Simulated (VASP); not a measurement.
Input for VASP

**INCAR**
```
SYSTEM=BaTe
PREC=Accurate; ENCUT=500; LREAL=.FALSE.
LASPH=.TRUE.
EDIFF=1E-6; NELM=100; ALGO=Normal
LMAXMIX=4
ISMEAR=0; SIGMA=0.05
GGA=PS
IBRION=2; NSW=40; ISIF=3
EDIFFG=-0.02; PSTRESS=100
LWAVE=.FALSE.; LCHARG=.FALSE.
```

File POSCAR:
```
BaTe
1
   -0.0000000000     3.2576653242     3.2576653242
    3.2576653242    -0.0000000000     3.2576653242
    3.2576653242     3.2576653242     0.0000000000
Ba Te
1 1
Direct
  1.0000000000   1.0000000000   0.0000000000
  0.5000000000   0.5000000000   0.5000000000
```

### KPOINTS
```
Automatic mesh
0
Gamma
7 7 7
0 0 0
```

POTCAR, in this order: Ba_sv Te (PBE.64 set). Program: vasp_std.

Task: Translate this PBEsol calculation to Ansatz.

Result: One equivalent input (not run):
Ansatz 0.2 input:
```yaml
crystal:
  lattice:
    - [0.0000000, 3.2576653, 3.2576653]
    - [3.2576653, 0.0000000, 3.2576653]
    - [3.2576653, 3.2576653, 0.0000000]
  atoms:
    - { symbol: Ba, position: [1.0000000, 1.0000000, 0.0000000] }
    - { symbol: Te, position: [0.5000000, 0.5000000, 0.5000000] }
kpoints:
  mp_grid: { grid: [7, 7, 7] }
hamiltonian:
  xc: pbesol
  pseudopotentials: { kind: paw }
scf:
  occupations: { method: gaussian, width: 0.05 }
  max_iter: 100
relax:
  max_steps: 40
  f_tol: 0.02
  cell: { p_target: 10 }
output: { forces: true, stress: true, eigenvalues: true }
```
The two are equivalent in intent, not identical: each code has its own PAW files, so the cut-off isn't converted (ENCUT is set for VASP's; basis.ecutwfc is left out, and Ansatz then takes the one that its files recommend); Ansatz stops its SCF on the density residual and VASP on the energy change (EDIFF).

The compound is BaTe in the rock salt structure. It was relaxed first under an external pressure of 10 GPa.
